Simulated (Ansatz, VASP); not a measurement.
**InSe: VASP beside Ansatz**

Wanted: the spread between two codes on one cell, functional and k mesh. The cell is taken from a series of runs on this material, whose earlier steps may have relaxed, scaled, displaced or heated it; both programs get it as it stands.

Main program and level: Ansatz 0.2.0; plane waves, with VASP 6.6.1 beside it; single point at PBE0.

## 1. Set-up

It takes space group P6_3/mmc (No. 194, hexagonal). Conventional cell: a = 4.050 Å, b = 4.050 Å, c = 16.930 Å, α = 90.00°, β = 90.00°, γ = 120.00°. In has 3 Se at 2.66 Å and 1 In at 2.80 Å nearest. Nearest to Se lie 3 In at 2.66 Å. Farther neighbours and most contacts between anions are not listed.

Structure file:

```cif
data_structure
_symmetry_space_group_name_H-M 'P 1'
_symmetry_Int_Tables_number 1
_cell_length_a 4.0500
_cell_length_b 4.0500
_cell_length_c 16.9300
_cell_angle_alpha 90.000
_cell_angle_beta 90.000
_cell_angle_gamma 120.000
_cell_volume 240.49
loop_
_atom_site_label
_atom_site_type_symbol
_atom_site_fract_x
_atom_site_fract_y
_atom_site_fract_z
_atom_site_occupancy
In1 In 0.33333 0.66667 0.16730 1
In2 In 0.66667 0.33333 0.66730 1
In3 In 0.33333 0.66667 0.33270 1
In4 In 0.66667 0.33333 0.83270 1
Se5 Se 0.33333 0.66667 0.59181 1
Se6 Se 0.66667 0.33333 0.09181 1
Se7 Se 0.33333 0.66667 0.90819 1
Se8 Se 0.66667 0.33333 0.40819 1
```

## 2. Ansatz: single point, PBE0

Ansatz runs on its default PAW (the set named soft_2) files.

With cell and atoms fixed, the geometry can't cause a difference; cores, projectors, grids and the points listed under the comparison can.

input.yaml reads:

```yaml
crystal:
  lattice:
    - [4.05, 0.0, 0.0]
    - [-2.025, 3.5074028853, 0.0]
    - [0.0, 0.0, 16.93]
  atoms:
    - { symbol: In, position: [0.3333333333, 0.6666666667, 0.167295402] }
    - { symbol: In, position: [0.6666666667, 0.3333333333, 0.667295402] }
    - { symbol: In, position: [0.3333333333, 0.6666666667, 0.332704598] }
    - { symbol: In, position: [0.6666666667, 0.3333333333, 0.832704598] }
    - { symbol: Se, position: [0.3333333333, 0.6666666667, 0.5918148106] }
    - { symbol: Se, position: [0.6666666667, 0.3333333333, 0.0918148106] }
    - { symbol: Se, position: [0.3333333333, 0.6666666667, 0.9081851894] }
    - { symbol: Se, position: [0.6666666667, 0.3333333333, 0.4081851894] }
kpoints:
  mp_grid: { grid: [6, 6, 2] }
  band_path:
    path:
      - [0.0, 0.0, 0.0]
      - [0.5, 0.0, 0.0]
      - [0.33333333, 0.33333333, 0.0]
      - [0.0, 0.0, 0.5]
      - [0.5, 0.0, 0.5]
      - [0.33333333, 0.33333333, 0.5]
    npoints: 1
hamiltonian:
  xc: pbe0
scf:
  occupations: { method: fixed }
  n_extra_bands: 6
output:
  eigenvalues: true
  write_density: true
  write_potential: true
  elf: true
  volumetric_format: npy
```

Command:

```console
$ ansatz run input.yaml --threads 2 --pin off --max-ram 92160MiB --backend cuda --devices 1 --max-vram 13GiB --events-out ev --progress --plain --runs-dir out
```

Numbers of over 12 decimals in the logs are rounded to 6 here.

What it wrote:

```text
scf.n_extra_bands = 6 over 58 filled bands (N_el = 116.0): the run solves 64 bands
GPUs: using 1 of 1 available (devices: 1).
Engine: ansatz 0.2.0, x86_64-unknown-linux-gnu
Pseudopotentials: kind: paw
Pseudopotential: In, paw, valence charge 13, recommended cutoff 420 eV (normal), In.paw.azcp
Pseudopotential: Se, paw, valence charge 16, recommended cutoff 420 eV (normal), Se.paw.azcp
Functional definition: PBE0
  parameter a = 0.25
  parameter kappa = 0.804
  parameter beta = 0.066725
  exchange = (1 - a)*pbe_x(kappa = kappa, mu = beta*pi^2/3) + a*exact_x
  correlation = pbe_c(beta = beta)
davidson cushion auto → on  (no smearing: the cushion is to keep the highest requested band from converging to the state above it; pin scf.eigensolver.cushion to override)
device memory: the entry about to start is reckoned to put 3.0 GiB on a device that reports 50.4 GiB free (of which the cap on the GPU budget leaves the run 13.0 GiB)
GPU FFT provider: cuFFT
GPU libraries: cuBLAS 13.8.2, cuFFT 12.4.0, cuSOLVER 12.3.4
Crystal: 8 atoms, lattice volume = 240.490 Å³
Basis set: ecut = 420 eV, 4701 PW (Γ)
Bands: 64, of which v1, the nominal top of the filled ones, is band 58 counted from 1 (57 counted from 0)
Symmetry: 24 space group operations
Space group: P63/mmc (ITA 194), of the structure as read, at distance tolerance 6.2e-5 Å
k-points: 14 of 72
Non-local potential: In, projectors of the file, l = 0: 2, l = 1: 2, l = 2: 2, l = 3: 2
Non-local potential: Se, projectors of the file, l = 0: 2, l = 1: 2, l = 2: 3, l = 3: 1
PAW form: soft (Blöchl's): semilocal exchange-correlation on the pseudo side does not see the compensation charge
PAW frozen core: In, regenerated for the run's functional, and the local potential with it (the file was generated under x = pbe(κ = 0.804, μ = 0.219515), c = pbe(β = 0.066725))
PAW frozen core: Se, regenerated for the run's functional, and the local potential with it (the file was generated under x = pbe(κ = 0.804, μ = 0.219515), c = pbe(β = 0.066725))
PAW one-centre angular grid: In, 590 points (default); XC on 64 Gauss nodes
PAW one-centre angular grid: Se, 590 points (default); XC on 64 Gauss nodes
Initial density: superposition of atomic densities (neutral atoms: chi_scale 0, normalization atom), corrected by the library's trained network
Initial wavefunctions: pseudopotential atomic-orbital guess
GPU buffer pool allocated for 108000 grid points (all kernels)
GPU transforms: local potential and band sums: pruned to the plane-wave sphere, on 27×27×120
Functional: x = pbe(κ = 0.804, μ = 0.219515), c = pbe(β = 0.066725), warm-up for x = 0.75 pbe(κ = 0.804, μ = 0.219515) + 0.25 exact, c = pbe(β = 0.066725)
SCF iter   1: F=—  HF=-44271.815745 eV  |F-HF|=—  |Δ(HF+E_count)|=         —  Δρ=1.76e-3  dr2=1.77e-2  ethr=1.77e-3  ⟨swp⟩=7.1  Hψ=3703  notcnv=0
preconditioner: auto → none  [insulator: Δε(μ)=0.346 eV  Ē_g=12.716 eV  n_scr=66 (ndim 8)  ℏωp=20.9 eV  f_vac=0.096]
SCF iter   2: F=—  HF=-44271.820161 eV  |F-HF|=—  |Δ(HF+E_count)|=   4.42e-3  Δρ=1.40e-3  dr2=3.11e-2  ethr=1.52e-5  ⟨swp⟩=5.2  Hψ=2873  notcnv=0
iter 3 solved again at ethr=8.58e-7 eV; its pass at ethr=1.52e-5 eV (dr2=9.95e-4 eV) is discarded
SCF iter   3: F=—  HF=-44271.814792 eV  |F-HF|=—  |Δ(HF+E_count)|=   5.37e-3  Δρ=3.77e-4  dr2=1.06e-3  ethr=8.58e-7  ⟨swp⟩=4.0  Hψ=4630  notcnv=0
SCF iter   4: F=—  HF=-44271.814795 eV  |F-HF|=—  |Δ(HF+E_count)|=   2.89e-6  Δρ=1.60e-4  dr2=4.01e-5  ethr=8.58e-7  ⟨swp⟩=3.6  Hψ=2153  notcnv=0
SCF iter   5: F=-44271.814893 eV  HF=-44271.814888 eV  |F-HF|=4.73e-6  |Δ(HF+E_count)|=   9.29e-5  Δρ=3.34e-5  dr2=1.79e-6  ethr=3.46e-8  ⟨swp⟩=4.4  Hψ=2844  notcnv=0
SCF 1 stopped early in 5 iterations: F = -44271.814893 eV  dr2 = 1.79e-6
  greatest PAW one-centre occupation: 1.000 electrons in one spin orbital (limit 2), on the Se atom at site 6 (counted from 0), in its partial waves of l = 2
device memory: the entry about to start is reckoned to put 4.0 GiB (of the 4.1 GiB reckoned in all, the device holds 0.1 GiB already) on a device that reports 47.2 GiB free (of which the cap on the GPU budget leaves the run 12.9 GiB)
GPU FFT provider: cuFFT
GPU libraries: cuBLAS 13.8.2, cuFFT 12.4.0, cuSOLVER 12.3.4
Initial density: handed on by an earlier stage of this run
Initial wavefunctions: those handed on with the density
GPU buffer pool allocated for 108000 grid points (all kernels)
GPU transforms: local potential and band sums: pruned to the plane-wave sphere, on 27×27×120
Functional: x = 0.75 pbe(κ = 0.804, μ = 0.219515) + 0.25 exact, c = pbe(β = 0.066725)
Exchange kernel: α = 0.2500, full range, Wigner–Seitz truncation, v(0) = 22640.5125 eV·Å³, q-mesh 6×6×2, nearest image of the exchange supercell L = 24.30 Å, pair-density grid 24×24×80, without the augmentation charges, whose exchange is taken in its separable form by FFT convolution over the k-point mesh (sized by the pseudopotential files, 24×24×120 at the most), smooth part of the exact exchange by density-matrix convolution in up to 8.71 GiB of GPU memory as planned if the GPU has room (build and FFT work areas not counted)
Frozen-core exchange: fock
SCF iter   1: F=—  HF=-44290.766365 eV  |F-HF|=—  |Δ(HF+E_count)|=         —  Δρ=4.91e-3  dr2=6.77e-2  ethr=1.54e-8  ⟨swp⟩=10.9  Hψ=6432  notcnv=0
preconditioner: auto → none  [insulator: Δε(μ)=1.543 eV  Ē_g=15.328 eV  n_scr=66 (ndim 8)  ℏωp=20.9 eV  f_vac=0.090]
SCF iter   2: F=—  HF=-44290.746942 eV  |F-HF|=—  |Δ(HF+E_count)|=   1.94e-2  Δρ=2.62e-3  dr2=4.66e-2  ethr=1.54e-8  ⟨swp⟩=9.0  Hψ=5358  notcnv=0
SCF iter   3: F=—  HF=-44290.739870 eV  |F-HF|=—  |Δ(HF+E_count)|=   7.07e-3  Δρ=1.25e-3  dr2=1.56e-2  ethr=1.54e-8  ⟨swp⟩=8.2  Hψ=5346  notcnv=0
SCF iter   4: F=—  HF=-44290.782856 eV  |F-HF|=—  |Δ(HF+E_count)|=   4.30e-2  Δρ=1.49e-3  dr2=6.91e-3  ethr=1.54e-8  ⟨swp⟩=7.7  Hψ=4677  notcnv=0  defer=2
SCF iter   5: F=—  HF=-44290.781518 eV  |F-HF|=—  |Δ(HF+E_count)|=   1.34e-3  Δρ=7.10e-4  dr2=1.29e-3  ethr=1.54e-8  ⟨swp⟩=6.2  Hψ=3929  notcnv=0
SCF iter   6: F=—  HF=-44290.782927 eV  |F-HF|=—  |Δ(HF+E_count)|=   1.41e-3  Δρ=3.09e-4  dr2=2.43e-4  ethr=1.54e-8  ⟨swp⟩=6.2  Hψ=3846  notcnv=0  defer=3
SCF iter   7: F=-44290.782876 eV  HF=-44290.782879 eV  |F-HF|=2.50e-6  |Δ(HF+E_count)|=   4.85e-5  Δρ=6.53e-5  dr2=2.48e-5  ethr=1.54e-8  ⟨swp⟩=4.2  Hψ=3316  notcnv=0
SCF 2 stopped early in 7 iterations: F = -44290.782876 eV  dr2 = 2.48e-5
  greatest PAW one-centre occupation: 1.000 electrons in one spin orbital (limit 2), on the Se atom at site 7 (counted from 0), in its partial waves of l = 2
hybrid outer 1: dexx = +5.453e-2 eV, tail = 2.97e-4 eV
GPU FFT provider: cuFFT
GPU libraries: cuBLAS 13.8.2, cuFFT 12.4.0, cuSOLVER 12.3.4
GPU buffer pool allocated for 108000 grid points (all kernels)
GPU transforms: local potential and band sums: pruned to the plane-wave sphere, on 27×27×120
Exchange kernel: α = 0.2500, full range, Wigner–Seitz truncation, v(0) = 22640.5125 eV·Å³, q-mesh 6×6×2, nearest image of the exchange supercell L = 24.30 Å, pair-density grid 24×24×80, without the augmentation charges, whose exchange is taken in its separable form by FFT convolution over the k-point mesh (sized by the pseudopotential files, 24×24×120 at the most), smooth part of the exact exchange by density-matrix convolution in up to 8.71 GiB of GPU memory as planned if the GPU has room (build and FFT work areas not counted)
Frozen-core exchange: fock
SCF iter   1: F=—  HF=-44290.783243 eV  |F-HF|=—  |Δ(HF+E_count)|=         —  Δρ=7.86e-5  dr2=4.94e-5  ethr=1.28e-6  ⟨swp⟩=2.6  Hψ=1986  notcnv=0
preconditioner: auto → none  [insulator: Δε(μ)=1.661 eV  Ē_g=15.332 eV  n_scr=66 (ndim 8)  ℏωp=20.9 eV  f_vac=0.091]
iter 2 solved again at ethr=1.64e-9 eV; its pass at ethr=3.70e-8 eV (dr2=1.90e-6 eV) is discarded
SCF iter   2: F=—  HF=-44290.783241 eV  |F-HF|=—  |Δ(HF+E_count)|=   2.15e-6  Δρ=3.60e-5  dr2=3.17e-6  ethr=1.64e-9  ⟨swp⟩=2.9  Hψ=4936  notcnv=0
SCF iter   3: F=—  HF=-44290.783247 eV  |F-HF|=—  |Δ(HF+E_count)|=   6.22e-6  Δρ=2.08e-5  dr2=1.51e-6  ethr=1.64e-9  ⟨swp⟩=4.6  Hψ=2929  notcnv=0  defer=2
SCF iter   4: F=-44290.783247 eV  HF=-44290.783247 eV  |F-HF|=5.41e-8  |Δ(HF+E_count)|=   3.31e-7  Δρ=4.26e-6  dr2=8.79e-8  ethr=1.15e-9  ⟨swp⟩=3.0  Hψ=2163  notcnv=0
SCF 3 converged in 4 iterations: F = -44290.783247 eV  dr2 = 8.79e-8
hybrid outer 2: dexx = +8.322e-6 eV, tail = 4.26e-7 eV, Δε = 3.36e-3 eV (about 2.16e-4 eV left of the loop's levels)
device memory: the entry about to start is reckoned to put 1.5 GiB on a device that reports 45.1 GiB free (of which the cap on the GPU budget leaves the run 13.0 GiB)
NSCF: frozen V_eff on 6 k-points
hybrid SCF converged: 2 outer / 11 inner (+5 warm-up), last move |dexx| = 8.32e-6 eV, tail = 4.26e-7 eV
Stability not checked: this state was not tested for a lower state beside it, because the functional holds exact exchange (a hybrid, or Hartree-Fock), whose exchange loop this test does not read (fock_operator; see scf.lower_state_search)
Free energy (F): -44290.783248 eV
Frozen-core exchange: fock
Harris-Foulkes:  -44290.783248 eV  (|F-HF|=5.41e-8)
Internal energy: -44290.783248 eV  (E = F + TS)
E sigma→0 (E₀):  -44290.783248 eV
Fermi energy:    6.171528 eV
--- Per-component energies (eV) ---
  E_band       = -2196.994281
  E_kinetic    = 1441.266888
  E_local      = -15992.273080  (includes V_loc(G=0)·N_el)
  E_nonlocal   = -915.040446
  E_hartree    = 7369.552851
  E_xc         = -979.757787
  E_vxc        = -606.697139  (∫ρ·V_xc dr)
  E_exx        = -450.135690  (= α·E_x^exact, valence–valence)
  E_paw        = -24129.057604  (= ΣΔE_a)
  E_vpaw       = 36.926393  (= ΣTr[D̂ρ^β])
  E_aug_tail   = -0.002314  (compensation charges beyond the density's cutoff)
  E_ewald      = -10633.046994
  E_core_change = -2.289072  (= ΣΔE_core)
  E_smearing   = -0.000000  (= −TS)
  E_closure    = -0.000000  (closes the sum)
  Σ components = -44290.783248   (vs F -44290.783248, Δ=0.00e0)
--- Band table (eV; the first three rows and the last of 14) ---
  k-point 0: bands = [... 54 lower, 4.8337, 4.9217, 4.9217, 6.1715, 7.8341, 9.1797, 9.6442, 9.6696, ... 2 higher]
  k-point 1: bands = [... 54 lower, 4.8860, 4.8860, 5.3278, 5.3278, 8.5971, 8.5971, 9.6761, 9.6761, ... 2 higher]
  k-point 2: bands = [... 54 lower, 4.5239, 4.6488, 5.0541, 5.9075, 9.1168, 9.6890, 10.1587, 10.4862, ... 2 higher]
  k-point 13: bands = [... 54 lower, 3.5781, 3.5781, 4.4805, 4.4805, 9.1835, 9.1835, 9.9261, 9.9261, ... 2 higher]
```

The column dr2 measures how far the density is from self-consistency, as an energy; F and HF (Harris–Foulkes) agree once it is small.

[end of part 1 of 2]

[Lines on the potential files, build, host, timing and source positions are cut from VASP's logs without a mark.]

[Logs are printed without paths, hosts, clocks, repeated set-up lines and the standing remarks that a program may print on its own settings, such as how far it seeks lower states.]

[Hosts, paths, dates, database ids (printed as entryN), source tags and the programs' standing remarks are cut or masked in the printed files.]
